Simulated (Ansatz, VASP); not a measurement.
# Cross-check of Al10Ga8N8O13 (amorphous Al2O3 against GaN(10-10), -6 O) between VASP and Ansatz, part 2 of 2

One calculation is typed for both programs; each brings its own data sets. How far apart do they land? Of the first pair: The structure shown is the start of the Ansatz relaxation below; VASP solves that cell, so the two are compared at the walk's first step.

VASP 6.6.1 and Ansatz 0.2.0.

So far: The starting structure; Ansatz: relaxation, PBE.

**3. VASP: single point, PBE, start cell, pair 1**

Level of this step: PBE; plane waves and PAW (Ga_d, N, Al, O) (VASP).

The same cell, functional, mesh and smearing now go to VASP, with its own data sets.

Lines of VASP's logs that name or quote its potential files are left out, and so is its time.

The input, INCAR:

```
SYSTEM = Al10Ga8N8O13
PREC = Accurate
ENCUT = 520
EDIFF = 1E-06
NELM = 120
ISMEAR = -1
SIGMA = 0.025
LREAL = Auto
ALGO = Normal
GGA = PE
NBANDS = 464
LORBIT = 11
LWAVE = .FALSE.
LCHARG = .FALSE.
ISIF = 2
LASPH = .TRUE.
GGA_COMPAT = .FALSE.
EFERMI = MIDGAP
NCORE = 4
```

The input, POSCAR:

```
Al10Ga8N8O13
1.0
   10.4600000000      0.0000000000      0.0000000000
    0.0000000000      9.6300000000      0.0000000000
    0.0000000000      0.0000000000     13.5789300000
Ga N Al O
24 24 30 39
Direct
    0.0123135755      0.0338629283      0.3208279297
    0.2559655832      0.0402180685      0.0870908091
    0.0083269598      0.2092107996      0.1214528685
    0.2552676864      0.2165939772      0.2795728382
    0.0057170172      0.3773312565      0.3144872240
    0.2510898662      0.3753894081      0.0767586253
    0.0015583174      0.5455659398      0.1177191428
    0.2575239006      0.5450155763      0.2558375365
    0.0110803059      0.6960955348      0.3308066247
    0.2560803059      0.7142367601      0.0663086119
    0.0113288719      0.8692211838      0.1289424130
    0.2611089866      0.8669158879      0.2865616068
    0.5063862333      0.0418691589      0.3327802706
    0.7552868069      0.0254309450      0.0765966096
    0.5045315488      0.2168224299      0.1357618016
    0.7591395793      0.2073624091      0.2575313372
    0.4985277247      0.3805607477      0.3323973244
    0.7491873805      0.3810591900      0.0736066833
    0.5106118547      0.5545067497      0.1284121798
    0.7550860421      0.5486604361      0.2667367753
    0.5043785851      0.7028556594      0.3470892036
    0.7612237094      0.7185565940      0.0525078191
    0.5100764818      0.8770612669      0.1385602547
    0.7602294455      0.8695119418      0.2752720575
    0.0739196941      0.0404049844      0.0612493031
    0.3176577438      0.0477673936      0.3429725317
    0.0692638623      0.2063862928      0.2625022737
    0.3179063098      0.2132502596      0.1398121943
    0.0687762906      0.3748286604      0.0522279738
    0.3110898662      0.3929387331      0.3421035383
[... 81 atom lines left out ...]
    0.7962523901      0.2354413292      0.7046210563
    0.5728202677      0.3637902388      0.6475473399
    0.9203441683      0.3912876428      0.8529611685
    0.9790630975      0.6631671859      0.7822192176
    0.0019885277      0.9818068536      0.4657436190
    0.2606596558      0.3260228453      0.7228036377
```

The input, KPOINTS:

```
Automatic mesh
0
Gamma
1 1 1
0 0 0
```

PAW data sets: Ga_d, N, Al and O (PBE family, release 64).

Launch:

```
> mpirun -np 16 vasp_gam
```

Numbers of over 12 decimals in the logs are rounded to 6 here.

The log of the run:

```text
[banner, memory and clock lines left out]
running   16 mpi-ranks, on    1 nodes
[...]
LDA part: xc-table for (Slater+PW92), standard interpolation
 POSCAR, INCAR and KPOINTS ok, starting setup
[...]
entering main loop
       N       E                     dE             d eps       ncg     rms          rms(c)
DAV:   1     0.184532559982E+05    0.18453E+05   -0.27782E+05   928   0.269E+03
DAV:   2     0.441605246850E+04   -0.14037E+05   -0.13226E+05   928   0.819E+02
DAV:   3    -0.206607000585E+03   -0.46227E+04   -0.42711E+04  1296   0.336E+02
DAV:   4    -0.852192952345E+03   -0.64559E+03   -0.63497E+03  1288   0.134E+02
[...]
DAV:  21    -0.765888037493E+03   -0.16026E-05   -0.37322E-05  1152   0.219E-02    0.820E-03
DAV:  22    -0.765888037886E+03   -0.39302E-06   -0.16300E-05  1040   0.221E-02    0.436E-03
DAV:  23    -0.765888037941E+03   -0.54541E-07   -0.47817E-06   904   0.126E-02
   1 F= -.76588804E+03 E0= -.76586305E+03  d E =-.499671E-01
```

From OUTCAR (step 3):

```text
  FREE ENERGIE OF THE ION-ELECTRON SYSTEM (eV)
  ---------------------------------------------------
  free  energy   TOTEN  =      -765.8880379407 eV

  energy  without entropy=     -765.8380708797  energy(sigma->0) =     -765.86305441

[... 1 further part left out ...]
```

The run ends at a pressure of 3.60 GPa, with forces up to 1.5 eV/Å.

**4. Side by side**

Known differences besides the potentials themselves: the cutoff is 420 eV in Ansatz and 520 eV in VASP (PREC = Accurate, projectors in real space). Total energies have different zeros and are not compared.

Forces on 10 of the 117 atoms, those with the largest forces and the largest differences (eV/Å; atoms numbered as in POSCAR):

| atom | Ansatz x, y, z | VASP x, y, z |
| --- | --- | --- |
| Ga2 | 0.604, -0.033, -1.003 | 0.612, -0.033, -1.011 |
| Ga5 | 0.184, -0.131, 1.451 | 0.189, -0.133, 1.463 |
| Ga6 | 0.709, -0.027, -1.013 | 0.721, -0.026, -1.021 |
| Ga14 | 0.051, 0.118, -0.012 | 0.056, 0.138, 0.026 |
| Ga18 | 0.649, -0.166, -1.206 | 0.657, -0.158, -1.219 |
| Al63 | 1.346, 0.566, -0.442 | 1.346, 0.566, -0.448 |
| Al67 | 0.512, 0.679, 1.056 | 0.516, 0.687, 1.064 |
| Al70 | 0.328, -0.983, 0.686 | 0.336, -0.987, 0.691 |
| O88 | -0.042, 0.342, -0.615 | -0.035, 0.336, -0.578 |
| O116 | -0.223, 0.223, -0.196 | -0.215, 0.218, -0.159 |

The forces differ by 11 meV/Å r.m.s., which is 3.4 % of the r.m.s. force of 0.325 eV/Å (both taken over all components).

**5. Ansatz: relaxation, PBE**

This run makes the geometry at which the two programs are then compared. The cell compared in this pair holds 1384.45 Å³, against 1367.80 Å³ for the pair before.

The structure compared here is the end of the Ansatz relaxation.

The input, input.yaml:

```yaml
crystal:
  lattice:
    - [10.46, 0.0, 0.0]
    - [0.0, 9.63, 0.0]
    - [0.0, 0.0, 13.57893]
  atoms:
    - { symbol: Ga, position: [0.01231, 0.03386, 0.32083] }
    - { symbol: "N", position: [0.07392, 0.04041, 0.06125] }
    - { symbol: Ga, position: [0.25597, 0.04022, 0.08709] }
    - { symbol: "N", position: [0.31766, 0.04777, 0.34297] }
    - { symbol: Ga, position: [0.00833, 0.20921, 0.12145] }
    - { symbol: "N", position: [0.06926, 0.20639, 0.2625] }
    - { symbol: Ga, position: [0.25527, 0.21659, 0.27957] }
    - { symbol: "N", position: [0.31791, 0.21325, 0.13981] }
    - { symbol: Ga, position: [0.00572, 0.37733, 0.31449] }
    - { symbol: "N", position: [0.06878, 0.37483, 0.05223] }
    - { symbol: Ga, position: [0.25109, 0.37539, 0.07676] }
    - { symbol: "N", position: [0.31109, 0.39294, 0.3421] }
    - { symbol: Ga, position: [0.00156, 0.54557, 0.11772] }
    - { symbol: "N", position: [0.06885, 0.54057, 0.251] }
    - { symbol: Ga, position: [0.25752, 0.54502, 0.25584] }
    - { symbol: "N", position: [0.3238, 0.54537, 0.12461] }
    - { symbol: Ga, position: [0.01108, 0.6961, 0.33081] }
    - { symbol: "N", position: [0.07293, 0.71109, 0.05323] }
    - { symbol: Ga, position: [0.25608, 0.71424, 0.06631] }
    - { symbol: "N", position: [0.31503, 0.68573, 0.35504] }
    - { symbol: Ga, position: [0.01133, 0.86922, 0.12894] }
    - { symbol: "N", position: [0.07634, 0.86435, 0.26703] }
    - { symbol: Ga, position: [0.26111, 0.86692, 0.28656] }
    - { symbol: "N", position: [0.32238, 0.8715, 0.14391] }
    - { symbol: Ga, position: [0.50639, 0.04187, 0.33278] }
    - { symbol: "N", position: [0.56989, 0.05104, 0.07266] }
    - { symbol: Ga, position: [0.75529, 0.02543, 0.0766] }
    - { symbol: "N", position: [0.82594, 0.04557, 0.32423] }
    - { symbol: Ga, position: [0.50453, 0.21682, 0.13576] }
    - { symbol: "N", position: [0.57112, 0.21284, 0.27137] }
    - { symbol: Ga, position: [0.75914, 0.20736, 0.25753] }
    - { symbol: "N", position: [0.82014, 0.206, 0.11848] }
    - { symbol: Ga, position: [0.49853, 0.38056, 0.3324] }
    - { symbol: "N", position: [0.56576, 0.38281, 0.05901] }
    - { symbol: Ga, position: [0.74919, 0.38106, 0.07361] }
    - { symbol: "N", position: [0.82215, 0.37394, 0.32131] }
    - { symbol: Ga, position: [0.51061, 0.55451, 0.12841] }
    - { symbol: "N", position: [0.56807, 0.54562, 0.26703] }
    - { symbol: Ga, position: [0.75509, 0.54866, 0.26674] }
    - { symbol: "N", position: [0.815, 0.54729, 0.13086] }
    - { symbol: Ga, position: [0.50438, 0.70286, 0.34709] }
    - { symbol: "N", position: [0.57232, 0.72056, 0.05803] }
    - { symbol: Ga, position: [0.76122, 0.71856, 0.05251] }
    - { symbol: "N", position: [0.82698, 0.70669, 0.3471] }
    - { symbol: Ga, position: [0.51008, 0.87706, 0.13856] }
    - { symbol: "N", position: [0.57145, 0.87014, 0.27637] }
    - { symbol: Ga, position: [0.76023, 0.86951, 0.27527] }
    - { symbol: "N", position: [0.82668, 0.8656, 0.14264] }
    - { symbol: Al, position: [0.45898, 0.97762, 0.74619] }
    - { symbol: Al, position: [0.54246, 0.079, 0.93805] }
    - { symbol: Al, position: [0.75418, 0.35499, 0.44508] }
    - { symbol: Al, position: [0.76735, 0.72044, 0.4793] }
    - { symbol: Al, position: [0.34142, 0.0538, 0.48469] }
    - { symbol: Al, position: [0.91897, 0.24886, 0.61803] }
    - { symbol: Al, position: [0.92436, 0.78292, 0.69298] }
    - { symbol: Al, position: [0.84375, 0.55877, 0.82392] }
    - { symbol: Al, position: [0.50455, 0.76631, 0.93198] }
    - { symbol: Al, position: [0.59043, 0.51389, 0.55307] }
    - { symbol: Al, position: [0.62513, 0.17169, 0.68792] }
    - { symbol: Al, position: [0.95957, 0.54813, 0.5417] }
    - { symbol: Al, position: [0.41219, 0.76698, 0.64646] }
    - { symbol: Al, position: [0.07286, 0.37647, 0.91316] }
    - { symbol: Al, position: [0.64172, 0.77791, 0.72486] }
    - { symbol: Al, position: [0.25138, 0.5322, 0.44263] }
    - { symbol: Al, position: [0.1738, 0.3157, 0.60809] }
    - { symbol: Al, position: [0.78962, 0.98245, 0.85189] }
    - { symbol: Al, position: [0.79747, 0.25993, 0.83572] }
    - { symbol: Al, position: [0.57806, 0.52215, 0.76031] }
    - { symbol: Al, position: [0.06116, 0.05628, 0.92362] }
    - { symbol: Al, position: [0.59017, 0.94721, 0.57417] }
    - { symbol: Al, position: [0.18419, 0.87288, 0.76656] }
    - { symbol: Al, position: [0.30365, 0.19406, 0.81368] }
    - { symbol: Al, position: [0.03124, 0.69991, 0.91595] }
    - { symbol: Al, position: [0.10493, 0.98504, 0.57049] }
    - { symbol: Al, position: [0.83783, 0.03492, 0.45915] }
    - { symbol: Al, position: [0.29907, 0.59909, 0.8417] }
    - { symbol: Al, position: [0.51833, 0.37768, 0.92528] }
    - { symbol: Al, position: [0.40362, 0.30864, 0.63999] }
    - { symbol: O, position: [0.67146, 0.12299, 0.8478] }
    - { symbol: O, position: [0.45979, 0.17965, 0.73473] }
    - { symbol: O, position: [0.2771, 0.45946, 0.55945] }
    - { symbol: O, position: [0.01356, 0.40616, 0.61089] }
    - { symbol: O, position: [0.90614, 0.71529, 0.57222] }
    - { symbol: O, position: [0.58525, 0.37935, 0.45632] }
    - { symbol: O, position: [0.07666, 0.57521, 0.44719] }
    - { symbol: O, position: [0.08846, 0.87857, 0.87996] }
    - { symbol: O, position: [0.14929, 0.54086, 0.89167] }
    - { symbol: O, position: [0.51016, 0.02945, 0.47345] }
    - { symbol: O, position: [0.28257, 0.01721, 0.77667] }
    - { symbol: O, position: [0.42759, 0.47682, 0.83919] }
    - { symbol: O, position: [0.4285, 0.21836, 0.91856] }
    - { symbol: O, position: [0.05879, 0.89245, 0.67744] }
    - { symbol: O, position: [0.83028, 0.21139, 0.50611] }
    - { symbol: O, position: [0.75407, 0.90605, 0.96325] }
    - { symbol: O, position: [0.79125, 0.50647, 0.51472] }
    - { symbol: O, position: [0.15258, 0.21171, 0.88833] }
    - { symbol: O, position: [0.73843, 0.59563, 0.72391] }
    - { symbol: O, position: [0.86459, 0.64294, 0.94189] }
    - { symbol: O, position: [0.28156, 0.72231, 0.74308] }
    - { symbol: O, position: [0.34194, 0.70843, 0.94311] }
    - { symbol: O, position: [0.48207, 0.93398, 0.8813] }
    - { symbol: O, position: [0.31307, 0.2084, 0.55187] }
    - { symbol: O, position: [0.58001, 0.68523, 0.83431] }
    - { symbol: O, position: [0.79733, 0.87209, 0.75138] }
    - { symbol: O, position: [0.59929, 0.66609, 0.47196] }
    - { symbol: O, position: [0.49308, 0.59727, 0.64834] }
    - { symbol: O, position: [0.73899, 0.90388, 0.50587] }
    - { symbol: O, position: [0.666, 0.39604, 0.85355] }
    - { symbol: O, position: [0.25657, 0.92379, 0.54652] }
    - { symbol: O, position: [0.9099, 0.1115, 0.8759] }
    - { symbol: O, position: [0.06868, 0.15991, 0.61153] }
    - { symbol: O, position: [0.79625, 0.23544, 0.70462] }
    - { symbol: O, position: [0.57282, 0.36379, 0.64755] }
    - { symbol: O, position: [0.92034, 0.39129, 0.85296] }
    - { symbol: O, position: [0.97906, 0.66317, 0.78222] }
    - { symbol: O, position: [0.00199, 0.98181, 0.46574] }
    - { symbol: O, position: [0.26066, 0.32602, 0.7228] }
kpoints:
  mp_grid: { grid: [1, 1, 1] }
hamiltonian:
  xc: pbe
scf:
  occupations: { method: fermi_dirac, width: 0.025 }
output:
  forces: true
relax:
  f_tol: 0.08
  max_steps: 90
  cell: { fix: [a, b, alpha, beta, gamma] }
```

Launch:

```
> ansatz run input.yaml --threads 4 --pin off --max-ram 8192MiB --backend cpu --events-out ev --progress --plain --runs-dir out
```

The log of the run:

```text
[...]
Crystal: 117 atoms, lattice volume = 1367.803 Å³
Basis set: ecut = 420 eV, 26771 PW (Γ), exchange–correlation on 144×144×192 points (8 copies of the dense FFT grid, shifted against one another)
Bands: 495, of which v1, the nominal top of the filled ones, is band 378 counted from 1 (377 counted from 0)
Symmetry: 1 space group operations
[...]
k-points: 1
[...]
- { symbol: O, position: [0.485265, 0.124474, 0.700530] }
    - { symbol: O, position: [0.351909, 0.581335, 0.546336] }
    - { symbol: O, position: [0.035905, 0.409239, 0.609261] }
    - { symbol: O, position: [0.911128, 0.708562, 0.569610] }
    - { symbol: O, position: [0.574641, 0.388855, 0.459848] }
    - { symbol: O, position: [0.103584, 0.631880, 0.454329] }
    - { symbol: O, position: [0.085083, 0.876706, 0.882647] }
[...]
- { symbol: O, position: [0.924365, 0.401925, 0.852438] }
    - { symbol: O, position: [0.985153, 0.661173, 0.787621] }
    - { symbol: O, position: [-0.00693383, 0.996157, 0.467587] }
    - { symbol: O, position: [0.274385, 0.297394, 0.725407] }
```

**6. VASP: single point, PBE, relaxed cell, pair 2**

The same cell, functional, mesh and smearing now go to VASP, with its own data sets.

Edit INCAR of step 3 so:

```diff
@@ -2,3 +2,3 @@
 PREC = Accurate
-ENCUT = 520
+ENCUT = 600
 EDIFF = 1E-06
```

The input, POSCAR:

```
Al10Ga8N8O13
1.0
   10.4600000000      0.0000000000      0.0000000000
    0.0000000000      9.6300000000      0.0000000000
    0.0000000000      0.0000000000     13.7442130000
Ga N Al O
24 24 30 39
Direct
    0.0065500000      0.0365200000      0.3251400000
    0.2696600000      0.0410800000      0.0578600000
    0.0033500000      0.2032200000      0.1352700000
    0.2528000000      0.2233400000      0.2855300000
    0.0061100000      0.3766200000      0.3514500000
    0.2435400000      0.3718500000      0.0903500000
    0.0004500000      0.5419900000      0.1237300000
    0.2574500000      0.5504800000      0.2522700000
    0.0131500000      0.6966100000      0.3297600000
    0.2563800000      0.7187600000      0.0679500000
    0.0107300000      0.8710200000      0.1312600000
    0.2618100000      0.8777100000      0.2809700000
    0.5072300000      0.0418100000      0.3344800000
    0.7502100000      0.0236000000      0.0799500000
    0.5001500000      0.2175800000      0.1343900000
    0.7529400000      0.2058200000      0.2615600000
    0.4982600000      0.3853200000      0.3305500000
    0.7601700000      0.3513000000      0.0435300000
    0.5125500000      0.5478600000      0.1215500000
    0.7597700000      0.5371700000      0.2601900000
    0.5120500000      0.7029000000      0.3366400000
    0.7604200000      0.7017900000      0.0588100000
    0.5072500000      0.8779900000      0.1365200000
    0.7622500000      0.8650500000      0.2746100000
    0.0634900000      0.0400600000      0.0685400000
    0.3194500000      0.0539500000      0.3464300000
    0.0672500000      0.2090900000      0.2730900000
    0.3146900000      0.2146000000      0.1478800000
    0.0649100000      0.3693400000      0.0605600000
    0.3125700000      0.4078600000      0.3474900000
[... 81 atom lines left out ...]
    0.8073100000      0.2588200000      0.7116500000
    0.5372800000      0.3922800000      0.6509900000
    0.9243600000      0.4019300000      0.8524400000
    0.9851500000      0.6611700000      0.7876200000
    0.9930700000      0.9961600000      0.4675900000
    0.2743800000      0.2973900000      0.7254100000
```

KPOINTS is that of step 3.

Launch:

```
> mpirun -np 16 vasp_gam
```

The log of the run:

```text
[... set-up lines as in an earlier step ...]
 entering main loop
       N       E                     dE             d eps       ncg     rms          rms(c)
DAV:   1     0.196546565793E+05    0.19655E+05   -0.30278E+05   944   0.294E+03
DAV:   2     0.472350938111E+04   -0.14931E+05   -0.14068E+05   928   0.900E+02
DAV:   3    -0.154064964548E+03   -0.48776E+04   -0.45290E+04  1288   0.358E+02
DAV:   4    -0.851760990565E+03   -0.69770E+03   -0.68568E+03  1288   0.142E+02
[...]
DAV:  18    -0.770953479812E+03   -0.15324E-05   -0.67237E-05  1344   0.412E-02    0.878E-03
DAV:  19    -0.770953481155E+03   -0.13430E-05   -0.26745E-05  1160   0.263E-02    0.515E-03
DAV:  20    -0.770953481695E+03   -0.53989E-06   -0.92585E-06   968   0.136E-02
   1 F= -.77095348E+03 E0= -.77095348E+03  d E =-.224727E-06
```

Parts of OUTCAR (step 6):

```text
  FREE ENERGIE OF THE ION-ELECTRON SYSTEM (eV)
  ---------------------------------------------------
  free  energy   TOTEN  =      -770.9534816947 eV

  energy  without entropy=     -770.9534814700  energy(sigma->0) =     -770.95348158

[... 1 part as in an earlier step ...]
```

The run ends at a pressure of 1.14 GPa, with forces up to 0.051 eV/Å.

**7. Side by side**

What differs besides the data sets and the points named for the pairs above, as far as they apply: the cutoff is 420 eV in Ansatz and 600 eV in VASP (PREC = Accurate, projectors in real space). Total energies have different zeros and are not compared.

Compared:

| quantity | Ansatz | VASP | difference |
| --- | --- | --- | --- |
| pressure (GPa) | 1.31 | 1.14 | +0.17 |
| gap on the k mesh (eV) | 0.789 | 0.791 | -0.003 |

At this near-relaxed geometry the largest component of a force difference is 42 meV/Å. A gap on the mesh is an upper bound, since the band edges may lie between its points.

**8. Outcome**

```
r.m.s. force difference (single point, PBE, start cell, pair 1)           : 3.4 % of the r.m.s. force
difference in gap on the k mesh (single point, PBE, relaxed cell, pair 2) : -0.0026 eV
r.m.s. force difference (single point, PBE, relaxed cell, pair 2)         : 11 meV/Å
```

**Reading.** The r.m.s. force difference is 3.4 % of the r.m.s. force (single point, PBE, start cell, pair 1), beyond the 3 % picked in this series as the mark of a large difference. How closely two codes agree says nothing of how well the functional describes the real material.

[Lines on the potential files, build, host, timing and source positions are cut from VASP's logs without a mark.]

[Logs are printed without paths, hosts, clocks, repeated set-up lines and the standing remarks that a program may print on its own settings, such as how far it seeks lower states.]

[Hosts, paths, dates, database ids (printed as entryN), source tags and the programs' standing remarks are cut or masked in the printed files.]
